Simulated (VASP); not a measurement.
These are PBEsol GGA, VASP's PBE PAW potentials (set 64) (plane waves; VASP) values and carry that method's errors.

VASP ran on this input.

### POSCAR
```
AlN
1
    1.5173111627    -2.6280600166    -0.0000000000
    1.5173111627     2.6280600166     0.0000000000
    0.0000000000    -0.0000000000     4.8191493196
Al N
2 2
Direct
  0.6666670000   0.3333330000   0.4988410069
  0.3333330000   0.6666670000   0.9988410069
  0.6666670000   0.3333330000   0.8831589931
  0.3333330000   0.6666670000   0.3831589931
```

**INCAR**
```
ALGO = Normal
EDIFF = 1E-6
EDIFFG = -0.02
ENCUT = 620
GGA = PS
IBRION = 2
ISIF = 3
ISMEAR = 0
LASPH = .TRUE.
LCHARG = .FALSE.
LREAL = .FALSE.
LWAVE = .FALSE.
NELM = 100
NSW = 40
PREC = Accurate
PSTRESS = 200
SIGMA = 0.05
SYSTEM = AlN
```

File KPOINTS:
```
Automatic mesh
0
Gamma
 8 8 5
```

POTCAR, in this order: Al N (PBE.64 set). Program: vasp_std.

The resulting files:

**OSZICAR**
```
       N       E                     dE             d eps       ncg     rms          rms(c)
DAV:   1     0.614243432778E+02    0.61424E+02   -0.86213E+03   720   0.140E+03
DAV:   2    -0.311915378657E+02   -0.92616E+02   -0.83063E+02   984   0.264E+02
DAV:   3    -0.358825575311E+02   -0.46910E+01   -0.46652E+01   948   0.663E+01
DAV:   4    -0.359231361422E+02   -0.40579E-01   -0.40561E-01   824   0.680E+00
DAV:   5    -0.359236545540E+02   -0.51841E-03   -0.51839E-03   936   0.773E-01    0.123E+01
DAV:   6    -0.311978737949E+02    0.47258E+01   -0.15341E+01   872   0.325E+01    0.445E+00
DAV:   7    -0.311509979050E+02    0.46876E-01   -0.68197E-01   812   0.718E+00    0.295E+00
DAV:   8    -0.311188953393E+02    0.32103E-01   -0.74544E-02   812   0.299E+00    0.422E-01
DAV:   9    -0.311147241792E+02    0.41712E-02   -0.16118E-02   908   0.995E-01    0.233E-01
DAV:  10    -0.311149993341E+02   -0.27515E-03   -0.11789E-03   844   0.298E-01    0.150E-01
DAV:  11    -0.311149207980E+02    0.78536E-04   -0.20858E-04   852   0.124E-01    0.258E-02
DAV:  12    -0.311149208788E+02   -0.80752E-07   -0.35543E-06   864   0.215E-02
   1 F= -.26317258E+02 E0= -.26317258E+02  d E =-.263173E+02
```

**OUTCAR**
```
------------------------ aborting loop because EDIFF is reached ----------------------------------------
  FORCE on cell =-STRESS in cart. coord.  units (eV):
  Direction    XX          YY          ZZ          XY          YZ          ZX
  --------------------------------------------------------------------------------------
  Total        4.7902235      4.7902235      4.7842161      0.0000000      0.0000000      0.0000000
  in kB      199.6898761    199.6898748    199.4394471      0.0000000      0.0000000      0.0000000
  external PRESSURE =      -0.3936007 kB  Pullay stress =     200.0000000 kB
  volume of cell :       38.43
      direct lattice vectors                 reciprocal lattice vectors
     1.517311163 -2.628060017  0.000000000     0.329530298 -0.190254407  0.000000000
     1.517311163  2.628060017  0.000000000     0.329530298  0.190254407  0.000000000
     0.000000000  0.000000000  4.819149320     0.000000000  0.000000000  0.207505502
  FREE ENERGIE OF THE ION-ELECTRON SYSTEM (eV)
  ---------------------------------------------------
  free  energy   TOTEN  =       -31.1149208788 eV

  energy  without entropy=      -31.1149208788  energy(sigma->0) =      -31.11492088
  enthalpy is  TOTEN    =       -26.3172580450 eV   P V=        4.7976628337

 reached required accuracy - stopping structural energy minimisation
```
(Selected blocks of OUTCAR.)

The compound is AlN in the wurtzite structure. It was relaxed first under an external pressure of 20 GPa.
